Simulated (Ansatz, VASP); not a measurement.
## Rb2MnF6 in VASP and in Ansatz

File INCAR:

```
PREC = Accurate
ENCUT = 520
EDIFF = 1E-7
ISMEAR = 0
SIGMA = 0.05
LREAL = False
LASPH = True
NELM = 150
ALGO = Normal
ISIF = 2
LWAVE = False
LCHARG = True
ISPIN = 2
MAGMOM = 0 0 3 0 0 0 0 0 0
LORBIT = 11
LMAXMIX = 4
GGA = CA
LELF = True
LVHAR = True
NBANDS = 50
```

KPOINTS

```
regular mesh
0
Gamma
  4 4 4
```

File POSCAR:

```
Rb2MnF6
1.0
    0.0000000000      4.2150002200      4.2150002200
    4.2150002200      0.0000000000      4.2150002200
    4.2150002200      4.2150002200      0.0000000000
Rb Mn F
2 1 6
Direct
    0.2500000000      0.2500000000      0.2500000000
    0.7500000000      0.7500000000      0.7500000000
    0.0000000000      0.0000000000      0.0000000000
    0.7950000000      0.2050000000      0.2050000000
    0.2050000000      0.7950000000      0.2050000000
    0.2050000000      0.7950000000      0.7950000000
    0.7950000000      0.2050000000      0.7950000000
    0.2050000000      0.2050000000      0.7950000000
    0.7950000000      0.7950000000      0.2050000000
```

Input for Ansatz:

```yaml
crystal:
  lattice:
    - [0.0, 4.21500022, 4.21500022]
    - [4.21500022, 0.0, 4.21500022]
    - [4.21500022, 4.21500022, 0.0]
  atoms:
    - { symbol: Rb, position: [0.25, 0.25, 0.25] }
    - { symbol: Rb, position: [0.75, 0.75, 0.75] }
    - { symbol: Mn, position: [0.0, 0.0, 0.0], spin: 3.0 }
    - { symbol: F, position: [0.795, 0.205, 0.205] }
    - { symbol: F, position: [0.205, 0.795, 0.205] }
    - { symbol: F, position: [0.205, 0.795, 0.795] }
    - { symbol: F, position: [0.795, 0.205, 0.795] }
    - { symbol: F, position: [0.205, 0.205, 0.795] }
    - { symbol: F, position: [0.795, 0.795, 0.205] }
basis:
  ecutwfc: 420
  ecutrho_ratio: 4
kpoints:
  mp_grid: { grid: [4, 4, 4] }
hamiltonian:
  xc: lda
scf:
  occupations: { method: gaussian, width: 0.05 }
  lower_state_search: "off"
  max_iter: 150
output:
  forces: true
  stress: true
  eigenvalues: true
  populations: true
  hubbard: { sites: [{ site: 2, l: d }] }
magnetization:
  spin_polarized: true
```

Alike in both runs: task single point; functional LDA; k mesh 4 × 4 × 4; occupations gaussian, width 0.05 eV; collinear spin.

|  | VASP | Ansatz |
| --- | --- | --- |
| version | VASP 6.6.1 | Ansatz 0.2.0 |
| potentials or method | VASP PAW LDA potentials, release 64 (Rb_sv, Mn_pv, F) | scalar-relativistic, plane waves, PAW |
| plane-wave cutoff (eV) | 520 | 420 |
| valence electrons in the cell | 73 | 75 |

```tsv
	VASP	Ansatz	Ansatz less VASP
gap on the k mesh at the Fermi level (eV)	2.09	2.21	+0.118
least direct gap on the mesh (eV)	2.09	2.21	+0.118
pressure (GPa)	5.9	5.2	-0.73
rms of the force components (eV/Å)	1.065	0.950	-0.1142
net moment per atom (μB)	0.33	0.33	0.000
size of the moment on the site where the two differ most (μB)	2.58	2.22	-0.358
```

Site moments also hang on the region over which each program counts them. Atom by atom the forces differ by 0.114 eV/Å (rms over components). The two sets of potentials don't hold the same shells in valence.

Caveats: a cell with one magnetic atom can't hold antiferromagnetic order, which such compounds often take; forces of over 1 eV/Å show positions far from the minimum, so gaps and moduli don't describe the material at rest. A hybrid or GW would open this gap; LDA tends to underestimate it. A k mesh can miss the band edges.
